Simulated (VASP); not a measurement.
A run of VASP 6.6.1 is set up as follows.

File INCAR:

```
SYSTEM = SbS
PREC = Accurate
ENCUT = 520
EDIFF = 1E-6
ISMEAR = 0
SIGMA = 0.05
LREAL = .FALSE.
LASPH = .TRUE.
NELM = 80
ALGO = Normal
ISIF = 2
LWAVE = .FALSE.
LCHARG = .FALSE.
LDIPOL = .TRUE.
IDIPOL = 3
DIPOL = 0.5 0.5 0.294
GGA = PE
IVDW = 4
IBRION = 2
NSW = 40
EDIFFG = -0.01
```

File KPOINTS:

```
Automatic mesh
0
G
  7 7 1
  0 0 0
```

The input POSCAR:

```
SbS
1.0
    3.8204800000      0.0000000000      0.0000000000
    0.0000000000      3.8204800000      0.0000000000
    0.0000000000      0.0000000000     23.8000000000
Sb S
1 1
Selective dynamics
Direct
    0.0000000000      0.0000000000      0.2941200000  F F F
    0.5000000000      0.5000000000      0.2941200000  T T T
```

Potentials or basis: VASP PAW PBE potentials, release 64 (Sb, S).

Command:

```console
$ cat potpaw_PBE.64/Sb/POTCAR potpaw_PBE.64/S/POTCAR > POTCAR
$ mpirun -np 1 vasp_std > vasp.out
```

(1) What does it give for the Hirshfeld charges?

(2) Estimate the dispersion energy per atom.

(3) Predict the band gap on the k mesh.

Results:

(1) Sb +0.23; S -0.23 e.

(2) -0.126 eV.

(3) none (metal or under the smearing width).

Caveat: the relaxation stopped at its first step, so nothing moved.
